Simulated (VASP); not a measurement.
# Na3AlO3 (Pm-3m) in VASP: further runs, part 2 of 2

VASP 6.6.1.

### Step 4. Single point, r2SCAN

This run uses another cell than the first one, of 11.74 Å³/atom, 1.009 times its volume.

Contents of INCAR:

```
PREC = Accurate
ENCUT = 520
EDIFF = 1E-6
ISMEAR = 0
SIGMA = 0.03
LREAL = False
LASPH = True
NELM = 150
ALGO = Normal
ISIF = 2
LWAVE = False
LCHARG = False
METAGGA = R2SCAN
LMIXTAU = True
KPAR = 8
```

Contents of KPOINTS:

```
regular mesh
0
Gamma
  6 6 6
```

Contents of POSCAR:

```
Na3AlO3                                 
1.0
    4.3471024464      0.0000000000      0.0000000000
    0.0000000000      4.3471024464      0.0000000000
    0.0000000000      0.0000000000      4.3471024464
  Na              Al              O             
     3     1     3
Direct
     0.0000000000000000    0.5000000000000000    0.5000000000000000
     0.5000000000000000    0.0000000000000000    0.5000000000000000
     0.5000000000000000    0.5000000000000000    0.0000000000000000
     0.0000000000000000    0.0000000000000000    0.0000000000000000
     0.5000000000000000    0.0000000000000000    0.0000000000000000
     0.0000000000000000    0.5000000000000000    0.0000000000000000
     0.0000000000000000    0.0000000000000000    0.5000000000000000
```

On the command line:

```
> cat potpaw_PBE.64/Na_pv/POTCAR potpaw_PBE.64/Al/POTCAR potpaw_PBE.64/O/POTCAR > POTCAR
> mpirun -np 8 vasp_std > vasp.out
```

It took 19 s on 8 MPI ranks of AMD EPYC 9R45 (Zen 5), shared host; peak memory 0.2 GiB.

It converged, with:

* Free energy: -48.0193 eV
* Pressure: -4.9 GPa
* Band gap on the k mesh: 2.29 eV, indirect (least direct gap 2.48 eV)

Levels at points of the mesh, in eV from the valence-band top:
```tsv
k point	band 19	band 20	band 21	band 22	band 23	band 24
(0.00, 0.00, 0.00)	-0.19	-0.19	-0.19	2.29	4.34	10.37
(0.50, 0.00, 0.00)	-0.69	-0.25	-0.25	4.79	5.64	9.38
(0.50, 0.50, 0.00)	-0.81	-0.81	0.00	5.13	7.87	8.01
(0.50, 0.50, 0.50)	-0.02	-0.02	-0.02	4.39	7.74	7.74
```

Caveat: the PAW data sets were made with another functional, which shifts forces and pressure a little. r2SCAN opens gaps a little over a GGA but as a rule still falls short of measured ones.

### Step 5. Relaxation of cell and atoms, PBE

Contents of INCAR:

```
  PREC = Accurate
  ENCUT = 520
  EDIFF = 1E-6
  ISMEAR = 0
  SIGMA = 0.03
  LREAL = F
  LASPH = T
  NELM = 120
  ALGO = Normal
  ISIF = 3
  LWAVE = F
  LCHARG = F
  GGA = PE
  IBRION = 2
  NSW = 90
  EDIFFG = -0.01
  KPAR = 8
```

Contents of KPOINTS:

```
regular mesh
0
Gamma
  6 6 4
```

Contents of POSCAR:

```
Na3AlO3
1.0
    3.0848079400     -5.9260000000      0.0000000000
    3.0848079400      5.9260000000      0.0000000000
   -2.1610927300      0.0000000000      5.8888878600
Na Al O
6 2 6
Direct
    0.7482281500      0.2517718500      0.5000000000
    0.2517718500      0.7482281500      0.5000000000
    0.2398524700      0.2398524700      0.3826688500
    0.7601475300      0.7601475300      0.6173311500
    0.6441950700      0.3558049300      0.0000000000
    0.3558049300      0.6441950700      0.0000000000
    0.1099392500      0.8900607500      0.0000000000
    0.8900607500      0.1099392500      0.0000000000
    0.0233278700      0.6568074500      0.7554099700
    0.3431925500      0.9766721300      0.2445900300
    0.8019474300      0.8019474300      0.0297247300
    0.6568074500      0.0233278700      0.7554099700
    0.9766721300      0.3431925500      0.2445900300
    0.1980525700      0.1980525700      0.9702752700
```

On the command line:

```
> cat potpaw_PBE.64/Na_pv/POTCAR potpaw_PBE.64/Al/POTCAR potpaw_PBE.64/O/POTCAR > POTCAR
> mpirun -np 8 vasp_std > vasp.out
```

Run time: 25 min. Hardware: 8 MPI ranks of AMD EPYC 9R45 (Zen 5), shared host; peak memory 0.63 GiB.

The run converged. Its results:

| Property | Result |
| --- | --- |
| Free energy | -72.8866 eV |
| Relaxed volume | 14.29 Å³/atom |
| Relaxed cell | a = 7.009 Å, b = 7.009 Å, c = 5.527 Å, α = 96.15°, β = 96.15°, γ = 130.35° |
| Space group after relaxing (to 0.05 Å) | C2/m (No. 12) |
| Energy gained by relaxing | 99.2 meV/atom |
| Ionic steps | 56 |
| Pressure after relaxing | 0.0 GPa |
| Largest force after relaxing | 0.008 eV/Å |
| Band gap on the k mesh | 2.52 eV, indirect (least direct gap 2.55 eV) |

Forces in eV/Å, atoms in the order of the input:
```
Na   0.000 -0.005  0.000
Na   0.000  0.005  0.000
Na   0.000  0.000  0.001
Na   0.000  0.000 -0.001
Na   0.000 -0.001  0.000
Na   0.000  0.001  0.000
Al   0.000 -0.006  0.000
Al   0.000  0.006  0.000
O    0.004  0.006  0.003
O   -0.004  0.006 -0.003
O    0.004  0.000  0.005
O    0.004 -0.006  0.003
O   -0.004 -0.006 -0.003
O   -0.004  0.000 -0.005
```

Step by step:
```tsv
step	energy change (eV)	largest force (eV/Å)	pressure (GPa)	volume (Å³)
1	0.0000	0.5781	0.78	215.30
3	-0.0541	0.5417	-0.74	218.15
5	-0.2007	0.5144	-1.21	217.46
7	-0.2362	0.8759	-1.53	216.92
9	-0.3307	0.5930	-0.69	214.52
11	-0.3722	0.6050	0.35	211.78
13	-0.5094	0.5742	0.22	210.45
15	-0.7281	1.5791	-0.19	204.15
17	-0.8726	0.7968	-0.38	205.74
19	-1.1202	0.9174	-0.39	202.11
21	-1.2879	0.5540	0.45	199.13
23	-1.3522	0.2648	-0.31	199.79
25	-1.3672	0.1530	0.06	198.98
27	-1.3741	0.1102	0.04	198.84
29	-1.3796	0.1305	0.05	198.68
31	-1.3828	0.0542	0.17	198.55
33	-1.3850	0.0463	0.03	199.06
35	-1.3857	0.0383	0.01	199.24
37	-1.3860	0.1184	0.08	200.00
39	-1.3869	0.0324	-0.03	199.87
41	-1.3875	0.0240	-0.08	200.13
43	-1.3882	0.0364	0.05	199.94
45	-1.3884	0.0131	0.04	199.95
47	-1.3885	0.0129	0.01	200.01
49	-1.3886	0.0130	0.01	200.06
51	-1.3886	0.0152	0.02	200.05
53	-1.3886	0.0183	0.01	200.05
55	-1.3887	0.0141	0.01	200.07
56	-1.3887	0.0082	0.00	200.09
```

Final structure:
```
CELL_PARAMETERS angstrom
2.93764 -6.36156 0.17685
2.93764 6.36156 0.17685
-1.72857 0.00000 5.24942
ATOMIC_POSITIONS crystal
Na 0.75969 0.24031 0.50000
Na 0.24031 0.75969 0.50000
Na 0.23319 0.23319 0.47029
Na 0.76681 0.76681 0.52971
Na 0.66562 0.33438 0.00000
Na 0.33438 0.66562 0.00000
Al 0.10010 0.89990 0.00000
Al 0.89990 0.10010 0.00000
O 0.96027 0.62623 0.76601
O 0.37377 0.03973 0.23399
O 0.85603 0.85603 0.15084
O 0.62623 0.96027 0.76601
O 0.03973 0.37377 0.23399
O 0.14397 0.14397 0.84916
```

Levels at points of the mesh, in eV from the valence-band top:
```tsv
k point	band 38	band 39	band 40	band 41	band 42	band 43	band 44	band 45	band 46	band 47
(0.00, 0.00, 0.00)	-0.54	-0.32	-0.28	-0.16	-0.03	2.52	5.81	6.04	6.34	7.02
(0.50, 0.00, 0.00)	-0.45	-0.38	-0.34	-0.11	-0.08	4.40	4.85	6.30	6.43	7.07
(0.50, 0.50, 0.00)	-0.65	-0.23	-0.15	-0.12	-0.08	3.78	4.44	6.18	6.79	7.03
(0.00, 0.00, 0.50)	-0.58	-0.56	-0.24	-0.07	-0.03	4.34	4.57	6.81	6.89	7.03
(0.50, 0.00, 0.50)	-0.39	-0.36	-0.24	-0.02	-0.01	4.45	5.59	6.45	6.50	7.07
(0.50, 0.50, 0.50)	-0.39	-0.38	-0.18	-0.13	-0.10	4.78	5.47	5.69	6.15	6.89
```

### Step 6. Relaxation of cell and atoms, PBE

Contents of INCAR:

```
  PREC = Accurate
  ENCUT = 520
  EDIFF = 1E-7
  ISMEAR = 0
  SIGMA = 0.03
  LREAL = F
  LASPH = T
  NELM = 120
  ALGO = Normal
  ISIF = 3
  LWAVE = F
  LCHARG = F
  GGA = PE
  IBRION = 2
  NSW = 60
  EDIFFG = -0.005
  POTIM = 0.3
  KPAR = 8
```

KPOINTS is that of step 5.

Contents of POSCAR:

```
Na3AlO3                                 
1.0
    2.9376445342     -6.3615637880      0.1768538266
    2.9376445342      6.3615637880      0.1768538266
   -1.7285651603      0.0000000000      5.2494230103
  Na              Al              O             
     6     2     6
Direct
     0.7596947062978497    0.2403052937021504    0.5000000000000000
     0.2403052937021504    0.7596947062978497    0.5000000000000000
     0.2331884711715163    0.2331884711715163    0.4702944769367955
     0.7668115288284840    0.7668115288284840    0.5297055230632045
     0.6656226886559459    0.3343773113440540    0.0000000000000000
     0.3343773113440540    0.6656226886559459    0.0000000000000000
     0.1000982542572835    0.8999017457427166    0.0000000000000000
     0.8999017457427166    0.1000982542572835    0.0000000000000000
     0.9602666311162616    0.6262346874854413    0.7660097255912900
     0.3737653125145589    0.0397333688837386    0.2339902744087103
     0.8560344530791301    0.8560344530791301    0.1508441988332357
     0.6262346874854413    0.9602666311162616    0.7660097255912900
     0.0397333688837386    0.3737653125145589    0.2339902744087104
     0.1439655469208700    0.1439655469208700    0.8491558011667645
```

Potentials or basis: VASP PAW PBE potentials, release 64 (Na_pv, Al, O).

On the command line:

```
> cat potpaw_PBE.64/Na_pv/POTCAR potpaw_PBE.64/Al/POTCAR potpaw_PBE.64/O/POTCAR > POTCAR
> mpirun -np 8 vasp_std > vasp.out
```

Run time: 9 min. Hardware: 8 MPI ranks of AMD EPYC 9R45 (Zen 5), shared host; peak memory 0.61 GiB.

Results (log left out):

| Item | Value |
| --- | --- |
| Free energy | -72.8786 eV |
| Relaxed volume | 14.34 Å³/atom |
| Relaxed cell | a = 7.035 Å, b = 7.035 Å, c = 5.524 Å, α = 96.15°, β = 96.15°, γ = 130.54° |
| Space group after relaxing (to 0.05 Å) | C2/m (No. 12) |
| Energy gained by relaxing | 0.1 meV/atom |
| Ionic steps | 23 |
| Pressure after relaxing | 0.0 GPa |
| Largest force after relaxing | 0.005 eV/Å |
| Band gap on the k mesh | 2.51 eV, indirect (least direct gap 2.54 eV) |

Forces on the atoms (eV/Å):
```
Na   0.000 -0.004  0.000
Na   0.000  0.004  0.000
Na  -0.003  0.000  0.000
Na   0.003  0.000  0.000
Na   0.000  0.001  0.000
Na   0.000 -0.001  0.000
Al   0.000  0.002  0.000
Al   0.000 -0.002  0.000
O    0.001 -0.005  0.000
O   -0.001 -0.005  0.000
O    0.003  0.000  0.002
O    0.001  0.005  0.000
O   -0.001  0.005  0.000
O   -0.003  0.000 -0.002
```

Step by step:
| step | energy change (eV) | largest force (eV/Å) | pressure (GPa) | volume (Å³) |
| --- | --- | --- | --- | --- |
| 1 | 0.0000 | 0.0076 | 0.12 | 200.09 |
| 2 | -0.0002 | 0.0134 | 0.06 | 200.28 |
| 3 | -0.0002 | 0.0322 | -0.01 | 200.49 |
| 4 | -0.0004 | 0.0109 | -0.02 | 200.59 |
| 5 | -0.0004 | 0.0150 | -0.02 | 200.68 |
| 6 | -0.0005 | 0.0135 | 0.00 | 200.72 |
| 7 | -0.0005 | 0.0148 | 0.01 | 200.72 |
| 8 | -0.0005 | 0.0133 | -0.01 | 200.77 |
| 9 | -0.0006 | 0.0132 | -0.02 | 200.80 |
| 10 | -0.0006 | 0.0186 | -0.03 | 200.86 |
| 11 | -0.0006 | 0.0133 | -0.02 | 200.83 |
| 12 | -0.0006 | 0.0112 | 0.01 | 200.80 |
| 13 | -0.0006 | 0.0115 | 0.01 | 200.79 |
| 14 | -0.0007 | 0.0126 | 0.01 | 200.79 |
| 15 | -0.0007 | 0.0165 | 0.01 | 200.79 |
| 16 | -0.0007 | 0.0124 | -0.01 | 200.81 |
| 17 | -0.0007 | 0.0088 | -0.01 | 200.82 |
| 18 | -0.0007 | 0.0108 | -0.03 | 200.85 |
| 19 | -0.0007 | 0.0075 | 0.00 | 200.83 |
| 20 | -0.0007 | 0.0063 | 0.00 | 200.82 |
| 21 | -0.0007 | 0.0072 | 0.02 | 200.80 |
| 22 | -0.0007 | 0.0056 | 0.00 | 200.81 |
| 23 | -0.0007 | 0.0048 | 0.01 | 200.81 |

Final structure:
```
CELL_PARAMETERS angstrom
2.93785 -6.38980 0.17534
2.93785 6.38980 0.17534
-1.73114 0.00000 5.24536
ATOMIC_POSITIONS crystal
Na 0.75981 0.24019 0.50000
Na 0.24019 0.75981 0.50000
Na 0.23357 0.23357 0.47076
Na 0.76643 0.76643 0.52924
Na 0.66678 0.33322 0.00000
Na 0.33322 0.66678 0.00000
Al 0.09974 0.90026 0.00000
Al 0.90026 0.09974 0.00000
O 0.95992 0.62654 0.76605
O 0.37346 0.04008 0.23395
O 0.85677 0.85677 0.15122
O 0.62654 0.95992 0.76605
O 0.04008 0.37346 0.23395
O 0.14323 0.14323 0.84878
```

Levels at points of the mesh, in eV from the valence-band top:
```csv
k point,band 39,band 40,band 41,band 42,band 43,band 44,band 45,band 46
"(0.00, 0.00, 0.00)",-0.32,-0.28,-0.16,-0.03,2.51,5.78,6.03,6.32
"(0.50, 0.00, 0.00)",-0.39,-0.34,-0.11,-0.09,4.40,4.83,6.27,6.41
"(0.50, 0.50, 0.00)",-0.23,-0.15,-0.13,-0.08,3.77,4.42,6.16,6.77
"(0.00, 0.00, 0.50)",-0.56,-0.25,-0.07,-0.03,4.34,4.57,6.79,6.88
"(0.50, 0.00, 0.50)",-0.36,-0.24,-0.02,-0.01,4.46,5.58,6.43,6.49
"(0.50, 0.50, 0.50)",-0.38,-0.18,-0.14,-0.10,4.78,5.45,5.67,6.12
```

### Step 7. Overview

| task | level | cell | k mesh | gap on the mesh (eV) | pressure (GPa) |
| --- | --- | --- | --- | --- | --- |
| relaxation of cell and atoms | PBE | relaxed | 6 × 6 × 6 | 1.65 | 0.0 |
| single point | r2SCAN | Pm-3m, 11.74 Å³/atom | 6 × 6 × 6 | 2.29 | -4.9 |
| relaxation of cell and atoms | PBE | relaxed | 6 × 6 × 4 | 2.51 | 0.0 |

Alike in all rows: potentials or basis VASP PAW PBE potentials, release 64 (Na_pv, Al, O); no spin polarisation; cutoff (eV) 520; smearing gaussian 0.03 eV.

Caveats: the relaxation stopped at its first step, so nothing moved (some runs); the PAW data sets were made with another functional, which shifts forces and pressure a little (some runs).

Absolute energies hang on the potentials; compare differences alone.
